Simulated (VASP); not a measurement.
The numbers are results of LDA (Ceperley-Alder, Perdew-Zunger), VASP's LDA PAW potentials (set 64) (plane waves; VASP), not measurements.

The input files of a VASP run:

INCAR:
```
ALGO = Normal
EDIFF = 1E-6
EDIFFG = -0.01
ENCUT = 400
IBRION = 2
ISIF = 3
ISMEAR = 1
LASPH = .True.
LCHARG = .False.
LMAXMIX = 4
LREAL = .False.
LWAVE = .False.
NELM = 100
NSW = 60
PREC = Accurate
SIGMA = 0.1
SYSTEM = Ru
```

File KPOINTS:
```
Automatic mesh
0
Gamma
14 14 8
0 0 0
```

POSCAR:
```
Ru
1
    1.3550000000    -2.3469290000     0.0000000000
    1.3550000000     2.3469290000     0.0000000000
    0.0000000000     0.0000000000     4.2800000000
Ru
2
Direct
  0.3333330000   0.6666670000   0.2500000000
  0.6666670000   0.3333330000   0.7500000000
```

POTCAR, in this order: Ru_pv (LDA.64 set). Program: vasp_std.

### Question
What will the output report for the number of irreducible k-points (NKPTS), largest plane-wave count, number of space-group operations, FFT grid (NGX, NGY, NGZ)?

### Answer

| Item | Result |
|---|---|
| number of irreducible k-points (NKPTS) | 120 |
| largest plane-wave count | 512 |
| number of space-group operations | 24 |
| FFT grid (NGX, NGY, NGZ) | 18 × 18 × 28 |

The compound is Ru in the hcp structure. This run relaxes it. Symmetry was kept, so distortions that lower it aren't found.
